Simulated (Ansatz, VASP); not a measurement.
One calculation of Al2C3, two programs

INCAR

```
SYSTEM = Al2C3
ALGO = Normal
EDIFF = 1E-6
EDIFFG = -0.04
ENCUT = 600
GGA = PE
IBRION = 2
ISIF = 3
ISMEAR = 0
LASPH = .True.
LCHARG = .False.
LREAL = .False.
LWAVE = .False.
NELM = 60
NSW = 90
PREC = Accurate
SIGMA = 0.1
```

KPOINTS

```
k-points
0
Gamma
  4 4 6
  0 0 0
```

Contents of POSCAR:

```
Al2C3
1.0
    3.7407985830      0.0000000000      0.0000000000
    0.0000000000      3.7407985830      0.0000000000
    0.0000000000      0.0000000000      3.6551057261
Al C
2 3
Direct
    0.0000000000      0.5000000000      0.5000000000
    0.5000000000      0.0000000000      0.5000000000
    0.5000000000      0.5000000000      0.1877894388
    0.5000000000      0.5000000000      0.8122105612
    0.0000000000      0.0000000000      0.0000000000
```

Input for Ansatz:

```yaml
crystal:
  lattice:
    - [3.740798583, 0.0, 0.0]
    - [0.0, 3.740798583, 0.0]
    - [0.0, 0.0, 3.6551057261]
  atoms:
    - { symbol: Al, position: [0.0, 0.5, 0.5] }
    - { symbol: Al, position: [0.5, 0.0, 0.5] }
    - { symbol: C, position: [0.5, 0.5, 0.1877894388] }
    - { symbol: C, position: [0.5, 0.5, 0.8122105612] }
    - { symbol: C, position: [0.0, 0.0, 0.0] }
basis:
  ecutwfc: 420
kpoints:
  mp_grid: { grid: [4, 4, 6] }
hamiltonian:
  xc: pbe
scf:
  occupations: { method: gaussian, width: 0.1 }
  lower_state_search: "off"
output:
  forces: true
  stress: true
  eigenvalues: true
relax:
  adjacent_minimum: "off"
  f_tol: 0.04
  max_steps: 70
  cell: { stress_tol: 0.4 }
```

Alike in both runs: task relaxation of cell and atoms; functional PBE; k mesh 4 × 4 × 6; occupations gaussian, width 0.1 eV; no spin polarisation.

|  | VASP | Ansatz |
| --- | --- | --- |
| version | VASP 6.6.1 | Ansatz 0.2.0 |
| potentials or method | VASP PAW PBE potentials, release 64 (Al, C) | scalar-relativistic, plane waves, PAW |
| plane-wave cutoff (eV) | 600 | 420 |
| valence electrons in the cell | 18 | 18 |

Ansatz gave:

| Property | Result |
| --- | --- |
| gap on the k mesh at the Fermi level, each at its own relaxed structure (eV) | none |
| relaxed volume (Å³/atom) | 10.27 |
| relaxed cell length with the largest relative difference (Å) | 3.661 |

Task: Estimate VASP's values.

Result: gap on the k mesh at the Fermi level, each at its own relaxed structure (eV): none; relaxed volume (Å³/atom): 10.23; relaxed cell length with the largest relative difference (Å): 3.655.

A gap of «none» marks a metal or a gap that the smearing closes.

Caveats: the k mesh is coarse (spacing up to 0.42 Å⁻¹), so the values aren't converged; the relaxation stopped at its first step, so nothing moved.
